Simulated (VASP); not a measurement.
Runs of VASP 6.6.1 on Cu. Symmetry: Fm-3m, No. 225, cubic system. The conventional cell has a = 3.615 Å, b = 3.615 Å, c = 3.615 Å, α = 90.00°, β = 90.00°, γ = 90.00°. Cu (site symmetry m-3m) is surrounded by 12 Cu at 2.56 Å. 

```tsv
task	cell	gap on the mesh (eV)	pressure (GPa)
relaxation of cell and atoms	relaxed	none	0.0
single point	a relaxed cell with its volume scaled by 0.91	none	16.3
single point	a relaxed cell with its volume scaled by 0.94	none	9.8
single point	Fm-3m, 12.1 Å³/atom	none	0.0
single point	a relaxed cell with its volume scaled by 1.09	none	(b)
single point	a relaxed cell with its volume scaled by 1.03	none	-3.8
single point	a relaxed cell with its volume scaled by 0.97	none	4.4
single point	a relaxed cell with its volume scaled by 1.06	none	(a)
```

Alike in all rows: level PBE; potentials or basis VASP PAW PBE potentials, release 64 (Cu); no spin polarisation; k mesh 6 × 6 × 6; cutoff (eV) 520; smearing gaussian 0.1 eV; the mesh is coarse, so values aren't converged.

Question: Estimate the missing entries.

Answer: (a) -6.9; (b) -9.3.

Caveats: all runs use coarse meshes; so large a pressure means that the cell lies far from this level's equilibrium, or that cutoff or potentials fall short (some runs).

A gap of «none» marks a metal or a gap under the smearing width.
